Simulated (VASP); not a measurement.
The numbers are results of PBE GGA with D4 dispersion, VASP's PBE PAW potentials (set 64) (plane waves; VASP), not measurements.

VASP ran on this input.

KPOINTS:
```
k-points along high-symmetry lines
15
Line-mode
Reciprocal
  0.000000   0.000000   0.000000 ! GAMMA
  0.000000   0.500000   0.000000 ! X

  0.000000   0.500000   0.000000 ! X
  0.500000   0.500000   0.000000 ! M

  0.500000   0.500000   0.000000 ! M
  0.000000   0.000000   0.000000 ! GAMMA

  0.000000   0.000000   0.000000 ! GAMMA
  0.500000   0.500000   0.500000 ! R

  0.500000   0.500000   0.500000 ! R
  0.000000   0.500000   0.000000 ! X

  0.500000   0.500000   0.500000 ! R
  0.500000   0.500000   0.000000 ! M
```

**INCAR**
```
ALGO=Normal
EDIFF=1E-7
ENCUT=520
GGA=PE
ICHARG=11
ISMEAR=0
IVDW=13
LASPH=T
LCHARG=F
LORBIT=11
LREAL=F
LWAVE=F
NELM=100
PREC=Accurate
SIGMA=0.05
SYSTEM=KMgF3
```

File POSCAR:
```
KMgF3
4.0256210
  0.9999998953   0.0000000000   0.0000000000
  0.0000000000   0.9999998953   0.0000000000
  0.0000000000   0.0000000000   0.9999998953
K Mg F
1 1 3
Direct
  0.0000000000   0.0000000000   0.0000000000
  0.5000000000   0.5000000000   0.5000000000
  0.5000000000   0.0000000000   0.5000000000
  0.0000000000   0.5000000000   0.5000000000
  0.5000000000   0.5000000000   0.0000000000
```

POTCAR, in this order: K_sv Mg F (PBE.64 set). Program: vasp_std. Read from the step before: CHGCAR.

The resulting files:

File OUTCAR:
```
 ion  position               nearest neighbor table
   1  0.000  0.000  0.000-   3 2.85   4 2.85   5 2.85   3 2.85   4 2.85   4 2.85   5 2.85   4 2.85
                             3 2.85   5 2.85   3 2.85   5 2.85   2 3.49   2 3.49   2 3.49   2 3.49
   2  0.500  0.500  0.500-   3 2.01   4 2.01   5 2.01   5 2.01   3 2.01   4 2.01   1 3.49   1 3.49
                             1 3.49   1 3.49   1 3.49   1 3.49   1 3.49   1 3.49
   3  0.500  0.000  0.500-   2 2.01   2 2.01   1 2.85   1 2.85   1 2.85   1 2.85
   4  0.000  0.500  0.500-   2 2.01   2 2.01   1 2.85   1 2.85   1 2.85   1 2.85
   5  0.500  0.500  0.000-   2 2.01   2 2.01   1 2.85   1 2.85   1 2.85   1 2.85
  LATTYP: Found a simple cubic cell.
 ALAT       =     4.0256205786
 Subroutine PRICEL returns:
 Original cell was already a primitive cell.
 Subroutine GETGRP returns: Found 48 space group operations
The static configuration has the point symmetry O_h .
The dynamic configuration has the point symmetry O_h .
 Subroutine INISYM returns: Found 48 space group operations
   k-points           NKPTS =     90   k-points in BZ     NKDIM =     90   number of bands    NBANDS=     20
   number of dos      NEDOS =    301   number of ions     NIONS =      5
   total plane-waves  NPLWV =  27000
   dimension x,y,z NGX =    30 NGY =   30 NGZ =   30
   dimension x,y,z NGXF=    60 NGYF=   60 NGZF=   60
   ions per type =               1   1   3
   PREC   = accura    normal or accurate (medium, high low for compatibility)
   ISTART =      0    job   : 0-new  1-cont  2-samecut
   ICHARG =     11    charge: 1-file 2-atom 10-const
   ISPIN  =      1    spin polarized calculation?
   LNONCOLLINEAR =      F non collinear calculations
   LSORBIT =      F    spin-orbit coupling
   INIWAV =      1    electr: 0-lowe 1-rand  2-diag
   ENCUT  =  520.0 eV  38.22 Ry    6.18 a.u.   7.48  7.48  7.48*2*pi/ulx,y,z
   NELM   =    100;   NELMIN=  2; NELMDL= -5     # of ELM steps
   EDIFF  = 0.1E-06   stopping-criterion for ELM
   LREAL  =      F    real-space projection
   NLSPLINE    = F    spline interpolate recip. space projectors
   LMAXMIX     =    2 max onsite mixed and CHGCAR
   VOSKOWN=      0    Vosko Wilk Nusair interpolation
   EDIFFG = 0.1E-05   stopping-criterion for IOM
   NSW    =      0    number of steps for IOM
   NBLOCK =      1;   KBLOCK =      1    inner block; outer block
   IBRION =     -1    ionic relax: 0-MD 1-quasi-New 2-CG
   NFREE  =      0    steps in history (QN), initial steepest desc. (CG)
   ISIF   =      2    stress and relaxation
   ISYM   =      2    0-nonsym 1-usesym 2-fastsym
   TEIN   =    0.0    initial temperature
   TEBEG  =    0.0;   TEEND  =   0.0 temperature during run
   SMASS  =  -3.00    Nose mass-parameter (am)
   PSTRESS=    0.0 pullay stress
   NELECT =      32.0000    total number of electrons
   EFERMI =   0.00;   METHOD = LEGACY
   ISMEAR =     0;   SIGMA  =   0.05  broadening in eV -4-tet -1-fermi 0-gaus
   IALGO  =     38    algorithm
   LDIAG  =      T    sub-space diagonalisation (order eigenvalues)
   IMIX   =      4    mixing-type and parameters
     AMIX     =   0.40;   BMIX     =  1.00
     AMIX_MAG =   1.60;   BMIX_MAG =  1.00
     AMIN     =   0.10
   GGA     = PE    functional components
   VOSKOWN =     0    Vosko Wilk Nusair interpolation
   LHFCALC =     F    Hartree Fock is set to
   LHFONE  =     F    Hartree Fock one center treatment
   AEXX    =    0.0000 exact exchange contribution
   IVDW    =    13    specifies the selected vdW correction
   LEPSILON=     F    determine dielectric tensor
   LRPA    =     F    only Hartree local field effects (RPA)
  energy-cutoff  :      520.00
  volume of cell :       65.24
      direct lattice vectors                 reciprocal lattice vectors
     4.025620579  0.000000000  0.000000000     0.248408905  0.000000000  0.000000000
     0.000000000  4.025620579  0.000000000     0.000000000  0.248408905  0.000000000
     0.000000000  0.000000000  4.025620579     0.000000000  0.000000000  0.248408905
 k-point     1 :   0.0000 0.0000 0.0000  plane waves:    1791
 k-point     2 :   0.0000 0.0357 0.0000  plane waves:    1767
 k-point     3 :   0.0000 0.0714 0.0000  plane waves:    1771
 k-point     4 :   0.0000 0.1071 0.0000  plane waves:    1775
 k-point     5 :   0.0000 0.1429 0.0000  plane waves:    1787
...
```

File OSZICAR:
```
       N       E                     dE             d eps       ncg     rms          rms(c)
DAV:   1     0.237559330946E+03    0.23756E+03   -0.17464E+04  3600   0.155E+03
DAV:   2    -0.126383539485E+02   -0.25020E+03   -0.24072E+03  4968   0.376E+02
DAV:   3    -0.237436057511E+02   -0.11105E+02   -0.11070E+02  4308   0.778E+01
DAV:   4    -0.241226444879E+02   -0.37904E+00   -0.37846E+00  6336   0.118E+01
DAV:   5    -0.241241044196E+02   -0.14599E-02   -0.14598E-02  4200   0.727E-01
DAV:   6    -0.241241336368E+02   -0.29217E-04   -0.29217E-04  5192   0.695E-02
DAV:   7    -0.241241339461E+02   -0.30932E-06   -0.30931E-06  4464   0.891E-03
DAV:   8    -0.241241339536E+02   -0.74779E-08   -0.74746E-08  3248   0.120E-03
   1 F= -.24552513E+02 E0= -.24552513E+02  d E =-.631329E-12
```

OUTCAR:
```
 val. band max:       -1.7486676086   @ k =   0.5000   0.5000   0.5000

 cond. band min:       5.3340853377   @ k =   0.0000   0.0000   0.0000



 k-point     1 :       0.0000    0.0000    0.0000
  band No.  band energies     occupation
      1     -27.4637      2.00000
      2     -21.7910      2.00000
      3     -21.1750      2.00000
      4     -21.1750      2.00000
      5     -10.9517      2.00000
      6     -10.9517      2.00000
      7     -10.9517      2.00000
      8      -4.1068      2.00000
      9      -4.1068      2.00000
     10      -4.1068      2.00000
     11      -2.3439      2.00000
     12      -2.3439      2.00000
     13      -2.3439      2.00000
     14      -2.0706      2.00000
     15      -2.0706      2.00000
     16      -2.0706      2.00000
     17       5.3341      0.00000
     18       8.2905      0.00000
     19       8.2905      0.00000
     20      10.4110      0.00000

 k-point     2 :       0.0000    0.0357    0.0000
  band No.  band energies     occupation
      1     -27.4634      2.00000
      2     -21.7889      2.00000
      3     -21.1766      2.00000
      4     -21.1749      2.00000
      5     -10.9516      2.00000
      6     -10.9511      2.00000
      7     -10.9511      2.00000
      8      -4.1060      2.00000
      9      -4.1053      2.00000
     10      -4.1053      2.00000
     11      -2.3469      2.00000
     12      -2.3465      2.00000
     13      -2.3465      2.00000
     14      -2.0831      2.00000
     15      -2.0731      2.00000
     16      -2.0731      2.00000
     17       5.3572      0.00000
     18       8.3021      0.00000
     19       8.3041      0.00000
     20      10.4173      0.00000

 k-point     3 :       0.0000    0.0714    0.0000
  band No.  band energies     occupation
      1     -27.4625      2.00000
      2     -21.7847      2.00000
      3     -21.1817      2.00000
      4     -21.1746      2.00000
      5     -10.9514      2.00000
      6     -10.9493      2.00000
...
```

The density is held fixed in this step, so its total energy and stress have no physical meaning.

The compound is KMgF3 in the cubic perovskite structure. It was relaxed first.
